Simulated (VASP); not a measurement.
Given:

```yaml
crystal:
  lattice:
    - [0.00000, 2.51046, 2.51046]
    - [2.51046, 0.00000, 2.51046]
    - [2.51046, 2.51046, 0.00000]
  atoms:
    - { symbol: Hf, position: [0.00000, 0.00000, 0.00000] }
    - { symbol: O, position: [0.25000, 0.25000, 0.25000] }
    - { symbol: O, position: [0.75000, 0.75000, 0.75000] }
```

Level of theory: PBEsol GGA, VASP's PBE PAW potentials (set 64) (plane waves; VASP 6.6.1). Settings: 520 eV cut-off, 8×8×8 Γ-centred mesh, Gaussian smearing of 0.010 eV, potentials Hf_pv O.

Q: Give the electronic dielectric tensor ε∞ (DFPT, local fields included).

A: 
```
5.31  0.00  0.00
0.00  5.31  0.00
0.00  0.00  5.31
```

Q: Give the Born effective charges.

A: 
```csv
atom,Z*xx,Z*yy,Z*zz,mean
Hf1,5.53,5.53,5.53,5.53
O2,-2.76,-2.76,-2.76,-2.76
O3,-2.76,-2.76,-2.76,-2.76
```

Q: And the static tensor with the ions free?

A: 
```
34.0  0.00  0.00
0.00  34.0  0.00
0.00  0.00  34.0
```

Q: Which frequencies do the optical Γ-point modes have (no LO-TO splitting)?

A: 247 (×3), 589 (×3) cm⁻¹.

The compound is HfO2 in the fluorite structure, the high-temperature cubic form, which is unstable at 0 K; the monoclinic form is the stable one. It was relaxed first.
